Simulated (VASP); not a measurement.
InGa3N4 (space group P3m1): computed properties

Method: r2SCAN meta-GGA, VASP's PBE PAW potentials (set 64) (plane waves; VASP 6.6.1).

```json
{
  "space_group": "P3m1 (156)",
  "cell": "a = 3.2725 Å, b = 3.2725 Å, c = 10.7303 Å, α = 90.00°, β = 90.00°, γ = 120.00°",
  "volume_per_atom": "12.44 Å³/atom",
  "band gap (over mesh and band path)": "1.05 eV",
  "smallest direct gap (over mesh and band path)": "1.05 eV",
  "band_edge_character": "direct, Γ to Γ",
  "density": "6.34 g/cm³"
}
```

```yaml
crystal:
  lattice:
    - [3.27245, 0.00000, 0.00000]
    - [-1.63623, 2.83403, 0.00000]
    - [0.00000, 0.00000, 10.73028]
  atoms:
    - { symbol: In, position: [0.00000, 0.00000, 0.99837] }
    - { symbol: Ga, position: [0.66667, 0.33333, 0.25930] }
    - { symbol: Ga, position: [0.66667, 0.33333, 0.73786] }
    - { symbol: Ga, position: [0.00000, 0.00000, 0.49847] }
    - { symbol: N, position: [0.66667, 0.33333, 0.07980] }
    - { symbol: N, position: [0.66667, 0.33333, 0.55602] }
    - { symbol: N, position: [0.00000, 0.00000, 0.31662] }
    - { symbol: N, position: [0.00000, 0.00000, 0.79535] }
```

Unless said otherwise, spin-orbit coupling is left out, though it shifts the bands of the heavy elements here.

The structure comes from a computed database's InGa3N4 entry (P3m1); how it stands against other phases isn't given here. It was relaxed first. Symmetry was kept, so distortions that lower it aren't found.
